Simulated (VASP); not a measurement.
```
CELL_PARAMETERS angstrom
      4.40090     0.00000     0.00000
     -2.20045     3.81129     0.00000
      0.00000     0.00000     6.85727
ATOMIC_POSITIONS crystal
  Dy 0.33333 0.66667 0.24670
  Dy 0.66667 0.33333 0.75330
  S  0.00000 0.00000 0.00000
  S  0.33333 0.66667 0.64700
  S  0.66667 0.33333 0.35300
```

The base run (VASP): PBE GGA, plane waves, VASP's PBE PAW potentials (set 64). Numerical set-up: 400 eV cut-off, 5×5×3 Γ-centred mesh, Gaussian smearing of 0.050 eV, potentials Dy_3 S.

The 4f electrons are frozen in the core of the lanthanide potential, so 4f levels, which can set the real gap, and their magnetism are missing.

One setting is varied; ΔE counts from the base run. The base run took about 20 core-seconds. Times come from single runs on busy shared machines, so they are rough: good to a factor of about 2.

Pressures at a finite cut-off, here 400 eV, hold a Pulay part, which wasn't tested here.

```json
[
 {"setting": "KPOINTS 2×2×1 Monkhorst-Pack mesh", "cost over the base run": "about 1/4", "electronic steps": "15", "ΔE (meV/atom)": "-14.4", "pressure (GPa)": "1.38"},
 {"setting": "KPOINTS 5×5×3 Monkhorst-Pack mesh", "cost over the base run": "within a factor of 2", "electronic steps": "14", "ΔE (meV/atom)": "0.0", "pressure (GPa)": "1.72"},
 {"setting": "base run", "cost over the base run": "reference", "electronic steps": "14", "ΔE (meV/atom)": "0.0", "pressure (GPa)": "1.72"},
 {"setting": "KPOINTS 7×7×4 Monkhorst-Pack mesh", "cost over the base run": "within a factor of 2", "electronic steps": "14", "ΔE (meV/atom)": "0.0", "pressure (GPa)": "1.72"},
 {"setting": "KPOINTS 6×6×4 Monkhorst-Pack mesh", "cost over the base run": "within a factor of 2", "electronic steps": "14", "ΔE (meV/atom)": "0.0", "pressure (GPa)": "1.72"}
]
```

Left out are runs that failed, have no time on record or changed the cell.

The structure was generated: Dy2S3 was put into the A-La2O3 type (P-3m1), which need not be its known phase. The cell was not relaxed at this level.
